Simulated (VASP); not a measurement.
All values below come from PBE GGA, VASP's PBE PAW potentials (set 64) (plane waves; VASP).

VASP ran on this input.

INCAR:
```
SYSTEM = Tl
PREC = Accurate
ENCUT = 500
EDIFF = 1E-6
NELM = 100
ALGO = Normal
LREAL = .FALSE.
LASPH = .TRUE.
ISMEAR = 1
SIGMA = 0.1
GGA = PE
LMAXMIX = 4
LWAVE = .FALSE.
LCHARG = .FALSE.
IBRION = 2
ISIF = 3
NSW = 40
EDIFFG = -0.02
PSTRESS = 200
```

### POSCAR
```
Tl
1
    1.6066030211    -2.7827184199     0.0000000000
    1.6066030211     2.7827184199     0.0000000000
    0.0000000000    -0.0000000000     5.1052541422
Tl
2
Direct
  0.3333330000   0.6666670000   0.2500000000
  0.6666670000   0.3333330000   0.7500000000
```

**KPOINTS**
```
Regular mesh
0
gamma
  13 13 7
```

POTCAR, in this order: Tl_d (PBE.64 set). Program: vasp_std.

What VASP printed:

**OUTCAR**
```
 ion  position               nearest neighbor table
   1  0.333  0.667  0.250-   2 3.16   2 3.16   2 3.16   2 3.16   2 3.16   2 3.16
   2  0.667  0.333  0.750-   1 3.16   1 3.16   1 3.16   1 3.16   1 3.16   1 3.16
  LATTYP: Found a hexagonal cell.
 ALAT       =     3.2132063538
 C/A-ratio  =     1.5888348211
 Subroutine PRICEL returns:
 Original cell was already a primitive cell.
 Subroutine GETGRP returns: Found 24 space group operations
The static configuration has the point symmetry D_3d.
 The point group associated with its full space group is D_6h.
The dynamic configuration has the point symmetry D_3d.
 Subroutine INISYM returns: Found 24 space group operations
 Subroutine IBZKPT returns following result:
 Found     84 irreducible k-points:

 Following reciprocal coordinates:
            Coordinates               Weight
  0.000000  0.000000  0.000000      1.000000
  0.076923 -0.000000  0.000000      6.000000
  0.153846  0.000000  0.000000      6.000000
  0.230769  0.000000  0.000000      6.000000
  0.307692  0.000000  0.000000      6.000000
  0.384615 -0.000000  0.000000      6.000000
  0.461538 -0.000000  0.000000      6.000000
  0.076923  0.076923  0.000000      6.000000
  0.153846  0.076923  0.000000     12.000000
  0.230769  0.076923  0.000000     12.000000
  0.307692  0.076923  0.000000     12.000000
  0.384615  0.076923  0.000000     12.000000
  0.461538  0.076923  0.000000      6.000000
  0.153846  0.153846  0.000000      6.000000
  0.230769  0.153846  0.000000     12.000000
  0.307692  0.153846  0.000000     12.000000
  0.384615  0.153846  0.000000     12.000000
  0.230769  0.230769  0.000000      6.000000
  0.307692  0.230769  0.000000     12.000000
  0.384615  0.230769  0.000000      6.000000
  0.307692  0.307692  0.000000      6.000000
  0.000000  0.000000  0.142857      2.000000
  0.076923 -0.000000  0.142857     12.000000
  0.153846  0.000000  0.142857     12.000000
  0.230769  0.000000  0.142857     12.000000
  0.307692  0.000000  0.142857     12.000000
  0.384615 -0.000000  0.142857     12.000000
  0.461538 -0.000000  0.142857     12.000000
  0.076923  0.076923  0.142857     12.000000
  0.153846  0.076923  0.142857     24.000000
  0.230769  0.076923  0.142857     24.000000
  0.307692  0.076923  0.142857     24.000000
  0.384615  0.076923  0.142857     24.000000
  0.461538  0.076923  0.142857     12.000000
  0.153846  0.153846  0.142857     12.000000
  0.230769  0.153846  0.142857     24.000000
  0.307692  0.153846  0.142857     24.000000
  0.384615  0.153846  0.142857     24.000000
  0.230769  0.230769  0.142857     12.000000
  0.307692  0.230769  0.142857     24.000000
   k-points           NKPTS =     84   k-points in BZ     NKDIM =     84   number of bands    NBANDS=     17
   number of dos      NEDOS =    301   number of ions     NIONS =      2
   total plane-waves  NPLWV =  23040
   dimension x,y,z NGX =    24 NGY =   24 NGZ =   40
   dimension x,y,z NGXF=    48 NGYF=   48 NGZF=   80
   ions per type =               2
   PREC   = accura    normal or accurate (medium, high low for compatibility)
   ISTART =      0    job   : 0-new  1-cont  2-samecut
   ICHARG =      2    charge: 1-file 2-atom 10-const
   ISPIN  =      1    spin polarized calculation?
   LNONCOLLINEAR =      F non collinear calculations
   LSORBIT =      F    spin-orbit coupling
   INIWAV =      1    electr: 0-lowe 1-rand  2-diag
   ENCUT  =  500.0 eV  36.75 Ry    6.06 a.u.   5.86  5.86  9.31*2*pi/ulx,y,z
   NELM   =    100;   NELMIN=  2; NELMDL= -5     # of ELM steps
   EDIFF  = 0.1E-05   stopping-criterion for ELM
   LREAL  =      F    real-space projection
...
```

OSZICAR:
```
       N       E                     dE             d eps       ncg     rms          rms(c)
DAV:   1     0.126884730852E+03    0.12688E+03   -0.14686E+04  2880   0.145E+03
DAV:   2    -0.179806180997E+01   -0.12868E+03   -0.12715E+03  3015   0.304E+02
DAV:   3    -0.376344522224E+01   -0.19654E+01   -0.19443E+01  3512   0.337E+01
DAV:   4    -0.378020808786E+01   -0.16763E-01   -0.16458E-01  3248   0.245E+00
DAV:   5    -0.378032338375E+01   -0.11530E-03   -0.11529E-03  3302   0.253E-01    0.672E+00
DAV:   6    -0.370203348173E+01    0.78290E-01   -0.12664E-01  3064   0.348E+00    0.438E+00
DAV:   7    -0.368574311248E+01    0.16290E-01   -0.79661E-02  3000   0.275E+00    0.734E-01
DAV:   8    -0.368354477366E+01    0.21983E-02   -0.12290E-02  2970   0.982E-01    0.598E-02
DAV:   9    -0.368355234042E+01   -0.75668E-05   -0.71997E-05  3356   0.800E-02    0.152E-02
DAV:  10    -0.368355687495E+01   -0.45345E-05   -0.10908E-05  3052   0.345E-02    0.521E-03
DAV:  11    -0.368355723933E+01   -0.36438E-06   -0.25932E-06  1905   0.144E-02
   1 F= 0.20147337E+01 E0= 0.20150141E+01  d E =0.201473E+01
```

OUTCAR:
```
------------------------ aborting loop because EDIFF is reached ----------------------------------------
  FORCE on cell =-STRESS in cart. coord.  units (eV):
  Direction    XX          YY          ZZ          XY          YZ          ZX
  --------------------------------------------------------------------------------------
  Total        5.7086550      5.7086564      5.7203921      0.0000000      0.0000000      0.0000000
  in kB      200.3637603    200.3638121    200.7757138      0.0000000      0.0000000      0.0000000
  external PRESSURE =       0.5010954 kB  Pullay stress =     200.0000000 kB
  volume of cell :       45.65
      direct lattice vectors                 reciprocal lattice vectors
     1.606603021 -2.782718420  0.000000000     0.311215648 -0.179680415  0.000000000
     1.606603021  2.782718420  0.000000000     0.311215648  0.179680415  0.000000000
     0.000000000  0.000000000  5.105254142     0.000000000  0.000000000  0.195876635
 POSITION                                       TOTAL-FORCE (eV/Angst)
 -----------------------------------------------------------------------------------
      1.60660      0.92757      1.27631         0.000000     -0.000000      0.000000
      1.60660     -0.92757      3.82894        -0.000000      0.000000      0.000000
 -----------------------------------------------------------------------------------
    total drift:                                0.000001      0.000393      0.000009
  FREE ENERGIE OF THE ION-ELECTRON SYSTEM (eV)
  ---------------------------------------------------
  free  energy   TOTEN  =        -3.6835572393 eV

  energy  without entropy=       -3.6827158734  energy(sigma->0) =       -3.68327678
  enthalpy is  TOTEN    =         2.0147336739 eV   P V=        5.6982909132

 reached required accuracy - stopping structural energy minimisation
```
(Selected blocks of OUTCAR.)

The compound is Tl in the hcp structure. It was relaxed first under an external pressure of 20 GPa.
